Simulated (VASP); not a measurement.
These are revPBE GGA, VASP's PBE PAW potentials (set 64) (plane waves; VASP 6.6.1) values and carry that method's errors.

Input for VASP

INCAR:
```
SYSTEM=Zn
PREC=Accurate; ENCUT=520; LREAL=.False.
LASPH=.True.
EDIFF=1E-6; NELM=100; ALGO=Normal
LMAXMIX=4
ISMEAR=1; SIGMA=0.1
GGA=RE
IBRION=2; NSW=60; ISIF=3
EDIFFG=-0.01
LWAVE=.False.; LCHARG=.False.
```

File POSCAR:
```
Zn
1
    1.3300000000    -2.3036280000     0.0000000000
    1.3300000000     2.3036280000     0.0000000000
    0.0000000000     0.0000000000     4.9500000000
Zn
2
Direct
  0.3333330000   0.6666670000   0.2500000000
  0.6666670000   0.3333330000   0.7500000000
```

KPOINTS:
```
Automatic
0
Gamma
14 14 7
0 0 0
```

POTCAR, in this order: Zn (PBE.64 set). Program: vasp_std.

Energy and stress use the plane-wave basis of the starting cell.

### Question
What does the run give for the energy per atom (σ→0), volume per atom, band gap (on the k-mesh)?

### Answer

```
Item                                                         Value
------------------------  ----------------------------------------
energy per atom (σ→0)                               -0.806 eV/atom
band gap (on the k-mesh)  none (metal, semimetal or under 0.01 eV)
volume per atom                                     15.60 Å^3/atom
```

OSZICAR:
```
...
   8 F= -.16121336E+01 E0= -.16122442E+01  d E =-.793877E-03
       N       E                     dE             d eps       ncg     rms          rms(c)
DAV:   1    -0.161222342204E+01   -0.90198E-04   -0.15510E-03  3576   0.512E-01    0.639E-02
DAV:   2    -0.161215732935E+01    0.66093E-04   -0.18066E-04  3712   0.284E-01    0.314E-02
DAV:   3    -0.161214011597E+01    0.17213E-04   -0.93501E-06  3712   0.552E-02    0.145E-02
DAV:   4    -0.161213645062E+01    0.36653E-05   -0.54439E-06  3600   0.365E-02    0.204E-03
DAV:   5    -0.161213646531E+01   -0.14688E-07   -0.13342E-06  1688   0.170E-02
   9 F= -.16121365E+01 E0= -.16122432E+01  d E =-.796711E-03
```

The compound is Zn in the hcp structure. This run relaxes it. Symmetry was kept, so distortions that lower it aren't found.
